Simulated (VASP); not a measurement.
Output of a VASP run:

### OSZICAR
```
       N       E                     dE             d eps       ncg     rms          rms(c)
DAV:   1     0.463607572858E+03    0.46361E+03   -0.21761E+04   480   0.182E+03
DAV:   2     0.442947877621E+01   -0.45918E+03   -0.45168E+03   592   0.498E+02
DAV:   3    -0.407657312454E+02   -0.45195E+02   -0.45153E+02   664   0.152E+02
DAV:   4    -0.429930596847E+02   -0.22273E+01   -0.22264E+01   696   0.298E+01
DAV:   5    -0.430781249209E+02   -0.85065E-01   -0.85063E-01   672   0.431E+00    0.258E+01
DAV:   6    -0.306221475232E+02    0.12456E+02   -0.89670E+01   720   0.773E+01    0.162E+01
DAV:   7    -0.304581792580E+02    0.16397E+00   -0.14691E+01   600   0.307E+01    0.102E+01
DAV:   8    -0.302256224782E+02    0.23256E+00   -0.17324E+00   648   0.127E+01    0.425E+00
DAV:   9    -0.302479180682E+02   -0.22296E-01   -0.24392E-01   632   0.373E+00    0.141E+00
DAV:  10    -0.302285578806E+02    0.19360E-01   -0.12156E-01   624   0.392E+00    0.411E-01
DAV:  11    -0.302284244907E+02    0.13339E-03   -0.77865E-03   760   0.601E-01    0.125E-01
DAV:  12    -0.302284279131E+02   -0.34224E-05   -0.16254E-04   656   0.825E-02    0.119E-01
DAV:  13    -0.302282986034E+02    0.12931E-03   -0.14945E-04   632   0.170E-01    0.106E-01
DAV:  14    -0.302282264874E+02    0.72116E-04   -0.40524E-04   656   0.251E-01    0.654E-02
DAV:  15    -0.302282299402E+02   -0.34529E-05   -0.64471E-05   632   0.588E-02    0.333E-02
DAV:  16    -0.302282272647E+02    0.26755E-05   -0.61920E-06   512   0.264E-02    0.611E-03
DAV:  17    -0.302282278460E+02   -0.58125E-06   -0.87257E-07   280   0.122E-02
   1 F= -.30228228E+02 E0= -.30228228E+02  d E =-.302282E+02
```

**OUTCAR**
```
------------------------ aborting loop because EDIFF is reached ----------------------------------------
  FORCE on cell =-STRESS in cart. coord.  units (eV):
  Direction    XX          YY          ZZ          XY          YZ          ZX
  --------------------------------------------------------------------------------------
  Total        0.0138465      0.0138465      0.0138465     -0.0000000      0.0000000      0.0000000
  in kB        0.3483755      0.3483755      0.3483755     -0.0000000      0.0000000      0.0000000
  external PRESSURE =       0.3483755 kB  Pullay stress =       0.0000000 kB
  volume of cell :       63.68
      direct lattice vectors                 reciprocal lattice vectors
     3.993320334  0.000000000  0.000000000     0.250418177  0.000000000  0.000000000
     0.000000000  3.993320334  0.000000000     0.000000000  0.250418177  0.000000000
     0.000000000  0.000000000  3.993320334     0.000000000  0.000000000  0.250418177
 POSITION                                       TOTAL-FORCE (eV/Angst)
 -----------------------------------------------------------------------------------
      0.00000      0.00000      0.00000         0.000000      0.000000      0.000000
      1.99666      1.99666      1.99666         0.000000      0.000000      0.000000
      1.99666      0.00000      1.99666         0.000000      0.000000      0.000000
      0.00000      1.99666      1.99666         0.000000      0.000000      0.000000
      1.99666      1.99666      0.00000         0.000000      0.000000      0.000000
 -----------------------------------------------------------------------------------
    total drift:                                0.000000      0.000000     -0.000000
  FREE ENERGIE OF THE ION-ELECTRON SYSTEM (eV)
  ---------------------------------------------------
  free  energy   TOTEN  =       -30.2282278460 eV

  energy  without entropy=      -30.2282278460  energy(sigma->0) =      -30.22822785

 reached required accuracy - stopping structural energy minimisation
```
(Selected blocks of OUTCAR.)

File POSCAR:
```
SrTiO3
1
    3.9933203345    -0.0000000000    -0.0000000000
   -0.0000000000     3.9933203345    -0.0000000000
    0.0000000000    -0.0000000000     3.9933203345
Sr Ti O
1 1 3
Direct
  0.0000000000   0.0000000000   0.0000000000
  0.5000000000   0.5000000000   0.5000000000
  0.5000000000   0.0000000000   0.5000000000
  0.0000000000   0.5000000000   0.5000000000
  0.5000000000   0.5000000000   0.0000000000
```

**Question.** Write an INCAR and KPOINTS that could have produced this output.

**Answer.** Several could match; the one computed here: the input of the run itself, vdW-DF2, plane waves, VASP's PBE PAW potentials (set 64).

### INCAR
```
ISMEAR  =  0   ! Gaussian
GGA  =  ML
LCHARG  =  F
SIGMA  =  0.05   ! width (eV)
PREC  =  Accurate
ZAB_VDW  =  -1.8867
EDIFF  =  1E-6   ! SCF stop (eV)
ISIF  =  3   ! ions, shape and volume
NSW  =  60   ! most ionic steps
LREAL  =  F   ! projection in real space or not
LMAXMIX  =  4
EDIFFG  =  -0.02   ! ionic stop
ENCUT  =  520   ! plane-wave cut-off (eV)
SYSTEM  =  SrTiO3
LWAVE  =  F
NELM  =  100   ! most electronic steps
LUSE_VDW  =  T
AGGAC  =  0.0
ALGO  =  Normal   ! blocked Davidson
LASPH  =  T
IBRION  =  2
```

KPOINTS:
```
Automatic mesh
0
Gamma
5 5 5
0 0 0
```

POTCAR, in this order: Sr_sv Ti_sv O (PBE.64 set). Program: vasp_std.

The compound is SrTiO3 in the cubic perovskite structure, the ideal cubic form; the compound distorts at low or room temperature. It was relaxed first, which changed the volume by +7 %. The start is the result of an earlier pass.
